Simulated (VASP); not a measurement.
TiO2:

```
Ti O
1.0
    -1.89000    1.89000    4.78000
     1.89000   -1.89000    4.78000
     1.89000    1.89000   -4.78000
Ti O
2 4
Direct
  0.00000 0.00000 0.00000
  0.75000 0.25000 0.50000
  0.20800 0.20800 0.00000
  0.95800 0.45800 0.50000
  0.54200 0.04200 0.50000
  0.79200 0.79200 0.00000
```

The cell was built by a generator and needn't be a form met in nature.

| Item | Value |
| --- | --- |
| Program | VASP 6.6.1 |
| Task | relaxation of cell and atoms |
| Functional | LDA |
| Potentials or basis | VASP PAW LDA potentials, release 64 (Ti_sv, O) |
| Cutoff | 600 eV |
| k mesh | 8 × 8 × 10 |
| Occupations | gaussian, width 0.02 eV |
| Spin | no spin polarisation |

At the start: pressure -6.3 GPa; volume 11.38 Å³/atom.

Problem. How do energy, volume and symmetry change on relaxing?

Solution. Over 15 steps the energy falls by 6.5 meV/atom and the volume is 11.06 Å³/atom (-2.9 %); space group I4_1/amd (No. 141, to 0.05 Å).

The path:
```
step  energy change (eV)  largest force (eV/Å)  pressure (GPa)  volume (Å³)
   1              0.0000                0.1605           -6.27        68.30
   2              0.0380                0.3944            9.79        63.99
   3             -0.0385                0.0518            0.01        66.47
   4             -0.0385                0.0482           -0.28        66.50
   5             -0.0388                0.0078           -0.19        66.44
   6             -0.0389                0.0008           -0.19        66.45
   7             -0.0389                0.0149            0.18        66.34
   8             -0.0389                0.0100            0.05        66.38
   9             -0.0389                0.0090            0.02        66.39
  10             -0.0389                0.0083            0.01        66.38
  11             -0.0390                0.0061           -0.03        66.38
  12             -0.0390                0.0034           -0.08        66.36
  13             -0.0390                0.0062           -0.05        66.37
  14             -0.0390                0.0019            0.06        66.33
  15             -0.0390                0.0020            0.02        66.34
```

Final structure:
```cif
data_structure
_symmetry_space_group_name_H-M 'P 1'
_symmetry_Int_Tables_number 1
_cell_length_a 5.4200
_cell_length_b 5.4200
_cell_length_c 5.4200
_cell_angle_alpha 139.570
_cell_angle_beta 139.570
_cell_angle_gamma 58.506
_cell_volume 66.34
loop_
_atom_site_label
_atom_site_type_symbol
_atom_site_fract_x
_atom_site_fract_y
_atom_site_fract_z
_atom_site_occupancy
Ti1 Ti 0.00000 0.00000 0.00000 1
Ti2 Ti 0.75000 0.25000 0.50000 1
O1 O 0.20817 0.20817 0.00000 1
O2 O 0.95817 0.45817 0.50000 1
O3 O 0.54183 0.04183 0.50000 1
O4 O 0.79183 0.79183 0.00000 1
```
